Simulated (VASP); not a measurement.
These are HSE06 screened hybrid, VASP's PBE PAW potentials (set 64) (plane waves; VASP 6.6.1) values and carry that method's errors.

Input for VASP

POSCAR:
```
Al31GaAs32
1
   11.4648462108     0.0000000000     0.0000000000
    0.0000000000    11.4648462108     0.0000000000
    0.0000000000     0.0000000000    11.4648462108
Al As Ga
31 32 1
Direct
  0.5000195956   0.0001043828   0.0000725050
  0.7500279564   0.2498929849   0.0001436767
  0.7500091670   0.9999841827   0.2500358763
  0.9999935693   0.9999964218   0.0000043929
  0.2500917114   0.2500349989   0.0001261969
  0.4999581699   0.4999515865   0.0000926416
  0.7500014510   0.7500266784   0.0000173842
  0.2500788581   0.0001576117   0.2500852302
  0.5003988382   0.2505556949   0.2505698585
  0.7501306916   0.5003795600   0.2500927380
  0.4999680166   0.0000308629   0.4999630713
  0.7500631166   0.2500522703   0.5002122197
  0.7499960914   0.0000408292   0.7499793305
  0.9999627043   0.4999755259   0.0001148652
  0.2499213142   0.7500903541   0.0001328178
  0.0000671877   0.2500513942   0.2500522024
  0.2502165612   0.5001273208   0.2502052772
  0.5002426119   0.7501431609   0.2500041532
  0.9999341553   0.0000317622   0.5000345828
  0.2501429722   0.2502288136   0.5001842776
  0.7496105927   0.7495586121   0.5003363043
  0.2499947110   0.0000038378   0.7500054581
  0.5002048133   0.2499308218   0.7502376178
  0.7503337761   0.4995024718   0.7504752634
  0.0000020657   0.7500618392   0.2500183699
  0.0000195804   0.4999736293   0.4999516313
  0.2499851028   0.7501331883   0.5001138916
  0.0000624626   0.2499408791   0.7500153033
  0.2494269880   0.5006962286   0.7506610784
  0.4997739560   0.7501475233   0.7502814108
  0.9999650117   0.7500948517   0.7499783441
  0.6249505553   0.1251737960   0.1252575687
  0.8749190160   0.3750271265   0.1251193909
  0.8749596575   0.1250938544   0.3750158038
  0.1249998558   0.1250115014   0.1250024404
  0.3751149103   0.3750313525   0.1252342116
  0.6250065134   0.6250443451   0.1249559333
  0.8750013160   0.8749984658   0.1250136523
  0.3750981939   0.1253206160   0.3750926490
  0.6255206375   0.3751724311   0.3751776831
  0.8749692487   0.6251541542   0.3751947620
  0.6249780629   0.1250899973   0.6250288012
  0.8751144196   0.3749685412   0.6250704213
  0.8750091638   0.1250311070   0.8750109830
  0.1250724925   0.6250258290   0.1251371077
  0.3749594870   0.8750156705   0.1250762055
  0.1251794590   0.3750663157   0.3750555940
  0.3746988560   0.6256617010   0.3747630537
  0.6251168210   0.8748741302   0.3751847605
  0.1250844402   0.1250698150   0.6250054729
  0.3740255362   0.3746333507   0.6264067288
  0.6254452329   0.6252411966   0.6262507689
  0.8748065051   0.8748583553   0.6249773138
  0.3749921106   0.1250329335   0.8750107730
  0.6250141566   0.3749108117   0.8751681662
  0.8750626294   0.6250474343   0.8750543319
  0.1250358262   0.8750426790   0.3749823708
  0.1248999112   0.6251634392   0.6249497345
  0.3750233725   0.8749788063   0.6250621323
  0.1249030924   0.3749728423   0.8751667717
  0.3750105149   0.6251625081   0.8752343076
  0.6250127014   0.8750364203   0.8750347421
  0.1250166404   0.8750006752   0.8750147373
  0.4992418636   0.5000875179   0.5013646551
```

KPOINTS:
```
K-points
0
G
 1 1 1
0 0 0
```

**INCAR**
```
SYSTEM=Al31GaAs32
PREC=Normal; ENCUT=400; LREAL=Auto
LASPH=.True.; ISYM=0
EDIFF=1E-5; NELM=50; NELMIN=4
ALGO=Normal; LMAXMIX=4
ISMEAR=0; SIGMA=0.05
GGA=PE; LHFCALC=.True.; AEXX=0.25
HFSCREEN=0.2; PRECFOCK=Fast
ISIF=0
LWAVE=.False.; LCHARG=.False.
```

POTCAR, in this order: Al As Ga (PBE.64 set). Program: vasp_gam. Read from the step before: WAVECAR.

What VASP printed:

**OSZICAR**
```
       N       E                     dE             d eps       ncg     rms          rms(c)
DAV:   1    -0.347340209628E+03   -0.34734E+03   -0.22312E+01   370   0.100E+01    0.428E+01
DAV:   2    -0.347514645393E+03   -0.17444E+00   -0.73717E-01   395   0.189E+00    0.335E+01
DAV:   3    -0.347485187857E+03    0.29458E-01   -0.19322E-02   348   0.291E-01    0.208E+01
DAV:   4    -0.347473333354E+03    0.11855E-01   -0.45350E-03   340   0.124E-01    0.124E+01
DAV:   5    -0.347469363237E+03    0.39701E-02   -0.14618E-03   355   0.689E-02    0.732E+00
DAV:   6    -0.347467980699E+03    0.13825E-02   -0.41326E-04   355   0.390E-02    0.427E+00
DAV:   7    -0.347467536137E+03    0.44456E-03   -0.13296E-04   347   0.231E-02    0.246E+00
DAV:   8    -0.347467394993E+03    0.14114E-03   -0.45349E-05   275   0.141E-02    0.141E+00
DAV:   9    -0.347467357010E+03    0.37982E-04   -0.16945E-05   195   0.981E-03    0.820E-01
DAV:  10    -0.347467354390E+03    0.26204E-05   -0.82719E-06   195   0.698E-03
   1 F= -.34746735E+03 E0= -.34746735E+03  d E =-.483632E-11
```

### OUTCAR
```
------------------------ aborting loop because EDIFF is reached ----------------------------------------
  volume of cell :     1506.97
      direct lattice vectors                 reciprocal lattice vectors
    11.464846211  0.000000000  0.000000000     0.087223150  0.000000000  0.000000000
     0.000000000 11.464846211  0.000000000     0.000000000  0.087223150  0.000000000
     0.000000000  0.000000000 11.464846211     0.000000000  0.000000000  0.087223150
  FREE ENERGIE OF THE ION-ELECTRON SYSTEM (eV)
  ---------------------------------------------------
  free  energy   TOTEN  =      -347.4673543898 eV

  energy  without entropy=     -347.4673543898  energy(sigma->0) =     -347.46735439

  exchange ACFDT corr.  =         0.00000000  see jH, gK, PRB 81, 115126
```
(Selected blocks of OUTCAR.)

OUTCAR:
```
 val. band max:        3.0851923372   @ k =   0.0000   0.0000   0.0000

 cond. band min:       5.2598731652   @ k =   0.0000   0.0000   0.0000


 Fermi energy:         3.3269899514

 k-point     1 :       0.0000    0.0000    0.0000
  band No.  band energies     occupation
      1      -9.7819      2.00000
      2      -8.9849      2.00000
      3      -8.9430      2.00000
      4      -8.9419      2.00000
      5      -8.9415      2.00000
      6      -8.9400      2.00000
      7      -8.9396      2.00000
      8      -8.3974      2.00000
      9      -8.3440      2.00000
     10      -8.3435      2.00000
     11      -8.3425      2.00000
     12      -8.3423      2.00000
     13      -8.3418      2.00000
     14      -8.3411      2.00000
     15      -8.3409      2.00000
     16      -8.3404      2.00000
     17      -8.3392      2.00000
     18      -8.3383      2.00000
     19      -8.3367      2.00000
     20      -8.2675      2.00000
     21      -8.2564      2.00000
     22      -8.2562      2.00000
     23      -8.2555      2.00000
     24      -7.6653      2.00000
     25      -7.6650      2.00000
     26      -7.6647      2.00000
     27      -7.6356      2.00000
     28      -7.6343      2.00000
     29      -7.6339      2.00000
     30      -7.6318      2.00000
     31      -7.6303      2.00000
     32      -7.6279      2.00000
     33      -3.1278      2.00000
     34      -2.8683      2.00000
     35      -2.8681      2.00000
     36      -2.8676      2.00000
     37      -2.8171      2.00000
     38      -2.7601      2.00000
     39      -2.7598      2.00000
     40      -2.5621      2.00000
     41      -2.4158      2.00000
     42      -2.4149      2.00000
     43      -2.4149      2.00000
     44      -2.4122      2.00000
     45      -2.4117      2.00000
     46      -1.9544      2.00000
     47      -1.7911      2.00000
     48      -1.7905      2.00000
     49      -1.7892      2.00000
     50      -1.7875      2.00000
     51      -1.7867      2.00000
...
```

The supercell is sampled at Γ alone, which is coarse: total energies, pressure and levels can be off, energies of defects by several tenths of an eV.

The cell is a supercell with a defect, built from AlAs (zinc blende): Ga_Al. The cell's shape comes from a PBE relaxation. The run is not spin-polarised, so no state with unpaired spins was tried.
